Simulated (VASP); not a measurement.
ZnS (wurtzite): the band gap from VASP (plane waves, PAW) at several levels of theory. Gaps are without spin-orbit coupling. Each level names its cell: its own relaxed one, PBE's, or the starting one. A gap is the smallest over the k-mesh and a band path; hybrids may have named points in place of the path, and GW has the mesh alone.

```tsv
level	band gap (eV)	error against measurement (eV)
LDA (own cell)	2.22	-1.69
PBE (own cell)	2.08	-1.83
PBEsol (own cell)	2.15	-1.76
SCAN (own cell)	2.76	-1.15
r2SCAN (own cell)	2.79	-1.12
r2SCAN+rVV10 (own cell)	2.79	-1.12
```

Measured: 3.91 eV (as given by Mehmet Aras et al., The Journal of Chemical Physics (2014), arXiv:1312.4272).

The cell of the LDA (own cell) run:

```cif
data_S2Zn2
_chemical_formula_sum 'Zn2 S2'
_space_group_name_H-M_alt 'P 1'
_space_group_IT_number 1
_cell_length_a 3.74606
_cell_length_b 3.74606
_cell_length_c 6.13591
_cell_angle_alpha 90.000
_cell_angle_beta 90.000
_cell_angle_gamma 120.000
loop_
_space_group_symop_operation_xyz
  'x, y, z'
loop_
_atom_site_label
_atom_site_type_symbol
_atom_site_fract_x
_atom_site_fract_y
_atom_site_fract_z
_atom_site_occupancy
Zn1 Zn 0.66667 0.33333 0.50009 1
Zn2 Zn 0.33333 0.66667 0.00009 1
S1 S 0.66667 0.33333 0.87491 1
S2 S 0.33333 0.66667 0.37491 1
```

Only levels that ran to the end are used. Left out are those held back, those with too coarse a band path, GW runs whose mesh misses a band edge, hybrids' fits of cells that aren't cubic and levels without matching references; a question may draw on a part of the rest.

The compound is ZnS in the wurtzite structure, the high-temperature form.
